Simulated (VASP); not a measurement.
Method: r2SCAN meta-GGA, VASP's PBE PAW potentials (set 64) (plane waves; VASP).

Gaps are without spin-orbit coupling.

**Question.** Order these relaxed crystals by band gap, smallest first: MnF2, P4_2/mnm (136); Tl3VSe4, I-43m (217); GaN, F-43m (216); Tl2MoO4, P-3m1 (164).

**Answer.** Tl3VSe4, I-43m (217) (1.82 eV), GaN, F-43m (216) (2.13 eV), MnF2, P4_2/mnm (136) (3.01 eV), Tl2MoO4, P-3m1 (164) (3.40 eV)
